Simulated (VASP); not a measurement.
# CaPb2F (P4/mmm) in VASP: hyperfine couplings with vdW-DF2

Aim: the hyperfine couplings of CaPb2F with vdW-DF2.

Everything below comes from runs of VASP 6.6.1. Logs are shortened: lines on timing, memory, paths and dates and some standing lists are left out, and cuts for length are marked.

**1. Starting point**

The structure is tetragonal, space group P4/mmm (No. 123). The conventional cell has a = 4.232 Å, b = 4.232 Å, c = 6.143 Å, α = 90.00°, β = 90.00°, γ = 90.00°. Ca (site symmetry 4/mmm) is surrounded by 4 F at 2.99 Å. Pb (site symmetry mmm) has 4 Pb at 2.99 Å as nearest neighbours. Around F (site symmetry 4/mmm) lie 4 Ca at 2.99 Å.

The cell was built by a generator and needn't be a form met in nature.

**2. Hyperfine couplings, vdW-DF2, collinear spin, ferromagnetic start**

INCAR

```
PREC = Accurate
ENCUT = 500
EDIFF = 1E-6
ISMEAR = 0
SIGMA = 0.05
LREAL = False
LASPH = True
NELM = 60
ALGO = Normal
ISIF = 2
LWAVE = False
LCHARG = False
ISPIN = 2
MAGMOM = 0.5 0 0 0
LORBIT = 11
GGA = ML
LUSE_VDW = True
AGGAC = 0.0
ZAB_VDW = -1.8867
LHYPERFINE = True
```

KPOINTS

```
regular mesh
0
Gamma
  6 6 5
```

POSCAR

```
CaPb2F
1.0
    4.2320600000      0.0000000000      0.0000000000
    0.0000000000      4.2320600000      0.0000000000
    0.0000000000      0.0000000000      6.1433600000
Ca Pb F
1 2 1
Cartesian
    0.0000000000      0.0000000000      0.0000000000
    0.0000000000      2.1160300000      3.0716800000
    2.1160300000      0.0000000000      3.0716800000
    2.1160300000      2.1160300000      0.0000000000
```

Potentials or basis: VASP PAW PBE potentials, release 64 (Ca_pv, Pb, F).

Launch:

```
cat potpaw_PBE.64/Ca_pv/POTCAR potpaw_PBE.64/Pb/POTCAR potpaw_PBE.64/F/POTCAR > POTCAR
mpirun -np 1 vasp_std > vasp.out
```

OUTCAR:

```text
PREC = Accurate
   ENCUT = 500
   EDIFF = 1E-6
   ISMEAR = 0
   LREAL = False
   LASPH = True
   NELM = 60
   ISIF = 2
   ISPIN = 2
   LORBIT = 11
   GGA = ML

 ion  position               nearest neighbor table
   1  0.000  0.000  0.000-   4 2.99   4 2.99   4 2.99   4 2.99   3 3.73   2 3.73   3 3.73   2 3.73
                             3 3.73   2 3.73   3 3.73   2 3.73
   2  0.000  0.500  0.500-   3 2.99   3 2.99   3 2.99   3 2.99   1 3.73   1 3.73   1 3.73   1 3.73

   3  0.500  0.000  0.500-   2 2.99   2 2.99   2 2.99   2 2.99   1 3.73   1 3.73   1 3.73   1 3.73

   4  0.500  0.500  0.000-   1 2.99   1 2.99   1 2.99   1 2.99

  LATTYP: Found a simple tetragonal cell.
 ALAT       =     4.2320600000
 C/A-ratio  =     1.4516240318

  Lattice vectors:

 A1 = (   4.2320600000,   0.0000000000,   0.0000000000)
 A2 = (   0.0000000000,   4.2320600000,   0.0000000000)
 A3 = (   0.0000000000,   0.0000000000,   6.1433600000)

Analysis of symmetry for initial positions (statically):
=====================================================================
 Subroutine PRICEL returns:
 Original cell was already a primitive cell.

 Routine SETGRP: Setting up the symmetry group for a
 simple tetragonal supercell.

 Subroutine GETGRP returns: Found 16 space group operations
 (whereof 16 operations were pure point group operations)
 out of a pool of 16 trial point group operations.

The static configuration has the point symmetry D_4h.

Analysis of symmetry for dynamics (positions and initial velocities):
=====================================================================
 Subroutine PRICEL returns:
 Original cell was already a primitive cell.

 Routine SETGRP: Setting up the symmetry group for a
 simple tetragonal supercell.

 Subroutine GETGRP returns: Found 16 space group operations
 (whereof 16 operations were pure point group operations)
 out of a pool of 16 trial point group operations.

The dynamic configuration has the point symmetry D_4h.

Analysis of structural, dynamic, and magnetic symmetry:
=====================================================================
 Subroutine PRICEL returns:
 Original cell was already a primitive cell.

 Routine SETGRP: Setting up the symmetry group for a
 simple tetragonal supercell.

 Subroutine GETGRP returns: Found 16 space group operations
 (whereof 16 operations were pure point group operations)
 out of a pool of 16 trial point group operations.

The overall configuration has the point symmetry D_4h.

 Subroutine INISYM returns: Found 16 space group operations
 (whereof 16 operations are pure point group operations),
 and found     1 'primitive' translations

----------------------------------------------------------------------------------------

                                     Primitive cell

  volume of cell :     110.0296

  direct lattice vectors                    reciprocal lattice vectors
     4.232060000  0.000000000  0.000000000     0.236291546  0.000000000  0.000000000
     0.000000000  4.232060000  0.000000000     0.000000000  0.236291546  0.000000000
     0.000000000  0.000000000  6.143360000     0.000000000  0.000000000  0.162777373

  length of vectors
     4.232060000  4.232060000  6.143360000     0.236291546  0.236291546  0.162777373

  position of ions in fractional coordinates (direct lattice)
     0.000000000  0.000000000  0.000000000
     0.000000000  0.500000000  0.500000000
     0.500000000  0.000000000  0.500000000
     0.500000000  0.500000000  0.000000000

  ion indices of the primitive-cell ions
   primitive index   ion index
                 1           1
                 2           2
                 3           3
                 4           4

----------------------------------------------------------------------------------------
[... 114 lines left out ...]

 Free energy of the ion-electron system (eV)
  ---------------------------------------------------
  ext. energy  EPLUGINS =         0.00000000
  ---------------------------------------------------
  free energy    TOTEN  =        -4.89384826 eV

  energy without entropy =       -4.88813485  energy(sigma->0) =       -4.89099156

 E-fermi :   3.3886     XC(G=0):  -8.9470

 val. band max:        3.3833472102   @ k =   0.1667   0.0000   0.4000
 cond. band min:       3.3905710996   @ k =   0.5000   0.5000   0.2000
 fundamental gap:      0.0072238894
 Fermi energy:         3.3885626230

 spin component 1

 k-point     1 :       0.0000    0.0000    0.0000
  band No.  band energies     occupation
      1     -20.1684      1.00000
      2     -20.1684      1.00000
      3     -20.1616      1.00000
      4     -18.8777      1.00000
      5      -7.5784      1.00000
      6      -0.8626      1.00000
      7      -0.7933      1.00000
      8      -0.7452      1.00000
      9      -0.7452      1.00000
     10       1.8066      1.00000
     11       2.6058      1.00000
     12       2.6058      1.00000
     13       4.1157      0.00000
     14       5.1912      0.00000
[... 403 lines left out ...]
      4     -18.8260      1.00000
      5      -5.4116      1.00000
      6      -5.3842      1.00000
      7      -1.2726      1.00000
      8      -0.8406      1.00000
      9      -0.3897      1.00000
     10       2.6022      1.00000
     11       3.0333      1.00000
     12       4.8337      0.00000
     13       5.5180      0.00000
     14       5.7901      0.00000
     15       5.7922      0.00000

 [... further k-points ...]

 spin component 2

 k-point     1 :       0.0000    0.0000    0.0000
  band No.  band energies     occupation
      1     -20.1684      1.00000
      2     -20.1684      1.00000
      3     -20.1616      1.00000
      4     -18.8778      1.00000
      5      -7.5784      1.00000
      6      -0.8626      1.00000
      7      -0.7933      1.00000
      8      -0.7452      1.00000
      9      -0.7452      1.00000
     10       1.8066      1.00000
     11       2.6059      1.00000
     12       2.6059      1.00000
     13       4.1156      0.00000
     14       5.1911      0.00000
[... 403 lines left out ...]
      4     -18.8260      1.00000
      5      -5.4116      1.00000
      6      -5.3842      1.00000
      7      -1.2726      1.00000
      8      -0.8406      1.00000
      9      -0.3897      1.00000
     10       2.6021      1.00000
     11       3.0333      1.00000
     12       4.8336      0.00000
     13       5.5180      0.00000
     14       5.7901      0.00000
     15       5.7922      0.00000

 [... further k-points ...]

------------------------ aborting loop because EDIFF is reached ----------------------------------------

  FORCE on cell =-STRESS in cart. coord.  units (eV):
  Direction    XX          YY          ZZ          XY          YZ          ZX
  --------------------------------------------------------------------------------------
  -------------------------------------------------------------------------------------
  Total        2.3680929      2.3680929      0.7537997      0.0000000      0.0000000      0.0000000
  in kB       34.4825779     34.4825779     10.9763252      0.0000000      0.0000000      0.0000000
  external PRESSURE =      26.6471603 kB  Pullay stress =       0.0000000 kB

 VOLUME and BASIS-vectors are now :
 -----------------------------------------------------------------------------
  energy-cutoff  :      500.00
  volume of cell :      110.03
      direct lattice vectors                 reciprocal lattice vectors
     4.232060000  0.000000000  0.000000000     0.236291546  0.000000000  0.000000000
     0.000000000  4.232060000  0.000000000     0.000000000  0.236291546  0.000000000
     0.000000000  0.000000000  6.143360000     0.000000000  0.000000000  0.162777373

 POSITION                                       TOTAL-FORCE (eV/Angst)
 -----------------------------------------------------------------------------------
      0.00000      0.00000      0.00000         0.000000      0.000000      0.000000
      0.00000      2.11603      3.07168         0.000000      0.000000      0.000000
      2.11603      0.00000      3.07168         0.000000      0.000000      0.000000
      2.11603      2.11603      0.00000         0.000000      0.000000      0.000000
 -----------------------------------------------------------------------------------
    total drift:                                0.000000     -0.000000     -0.000000

  FREE ENERGIE OF THE ION-ELECTRON SYSTEM (eV)
  ---------------------------------------------------
  free  energy   TOTEN  =        -4.8938482592 eV

  energy  without entropy=       -4.8881348546  energy(sigma->0) =       -4.89099156

Total vdW correction in eV:      6.8641174

 Fermi contact (isotropic) hyperfine coupling parameter (MHz)
 -------------------------------------------------------------
  ion      A_pw      A_1PS     A_1AE     A_1c      A_tot
 -------------------------------------------------------------
   1      -0.000    -0.001    -0.011     0.002    -0.010
   2       0.000     0.000     0.013    -0.000     0.013
   3       0.000     0.000     0.013    -0.000     0.013
   4      -0.000    -0.000     0.002     0.000     0.002
 -------------------------------------------------------------

 Dipolar hyperfine coupling parameters (MHz)
 ---------------------------------------------------------------------
  ion      A_xx      A_yy      A_zz      A_xy      A_xz      A_yz
 ---------------------------------------------------------------------
   1      -0.000    -0.000     0.000    -0.000    -0.000    -0.000
   2       0.001     0.002    -0.003     0.000    -0.000    -0.000
   3       0.002     0.001    -0.003     0.000    -0.000    -0.000
   4      -0.000    -0.000     0.000    -0.000    -0.000    -0.000
 ---------------------------------------------------------------------

 Total hyperfine coupling parameters after diagonalization (MHz)
 (convention: |A_zz| > |A_xx| > |A_yy|)
 ----------------------------------------------------------------------
  ion      A_xx      A_yy      A_zz     asymmetry (A_yy - A_xx)/ A_zz
 ----------------------------------------------------------------------
   1      -0.010    -0.010    -0.010      -0.019
   2       0.014     0.011     0.015      -0.240
   3       0.014     0.011     0.015      -0.240
   4       0.002     0.002     0.002      -0.000
 ---------------------------------------------------------------------

 total charge

# of ion       s       p       d       tot
------------------------------------------
    1        0.157   6.067   0.287   6.512
    2        1.704   1.650   0.083   3.438
    3        1.704   1.650   0.083   3.438
    4        1.727   4.279   0.000   6.006
--------------------------------------------------
tot          5.293  13.646   0.454  19.393

 magnetization (x)

# of ion       s       p       d       tot
------------------------------------------
    1       -0.000  -0.000  -0.000  -0.000
    2        0.000   0.000   0.000   0.000
    3        0.000   0.000   0.000   0.000
    4       -0.000  -0.000   0.000  -0.000
--------------------------------------------------
tot         -0.000  -0.000  -0.000  -0.000
```

Wall time 3 min (1 thread of Intel Xeon Platinum 8488C (Sapphire Rapids), shared host); peak memory 0.57 GiB.

Results:

| Quantity | Value |
| --- | --- |
| Free energy | -4.8938 eV |
| Pressure | 2.7 GPa |
| Band gap on the k mesh | none (metal or under the smearing width) |
| Net moment | 0.00 μB per cell |
| Valence electrons inside the program's atomic spheres | Ca 6.51; Pb 3.44; F 6.01 |

Stress tensor (GPa, compression positive):
```
3.45 0.00 0.00
0.00 3.45 0.00
0.00 0.00 1.10
```

Levels at points of the mesh, in eV from the Fermi level:
Spin up:
| k point | band 10 | band 11 | band 12 | band 13 | band 14 | band 15 |
| --- | --- | --- | --- | --- | --- | --- |
| (0.00, 0.00, 0.00) | -1.58 | -0.78 | -0.78 | 0.73 | 1.80 | 2.39 |
| (0.50, 0.00, 0.00) | -0.25 | -0.13 | 1.49 | 2.09 | 2.20 | 2.34 |
| (0.50, 0.50, 0.00) | -3.82 | -3.29 | -0.23 | -0.23 | 2.51 | 3.24 |
Spin down:
```tsv
k point	band 8	band 9	band 10	band 11	band 12	band 13	band 14	band 15
(0.00, 0.00, 0.00)	-4.13	-4.13	-1.58	-0.78	-0.78	0.73	1.80	2.39
(0.50, 0.00, 0.00)	-4.24	-4.01	-0.25	-0.13	1.49	2.09	2.20	2.34
(0.50, 0.50, 0.00)	-4.26	-3.90	-3.82	-3.29	-0.23	-0.23	2.51	3.24
```

Hyperfine coupling, principal values (MHz):
```
atom         values
1 Ca  0.0, 0.0, 0.0
2 Pb  0.0, 0.0, 0.0
3 Pb  0.0, 0.0, 0.0
 4 F  0.0, 0.0, 0.0
```

Caveat: the PAW data sets were made with another functional, which shifts forces and pressure a little. Spin-orbit coupling is left out, which matters for the levels of Pb.

**3. The reference run**

An earlier run on the cell as given: functional PBE; potentials or basis VASP PAW PBE potentials, release 64 (Ca_sv, Pb_d, F); cutoff 520 eV; k mesh 6 × 6 × 5; occupations fermi-dirac, width 0.05 eV; no spin polarisation.

* Pressure: 0.0 GPa
* Band gap on the k mesh: none (metal or under the smearing width)
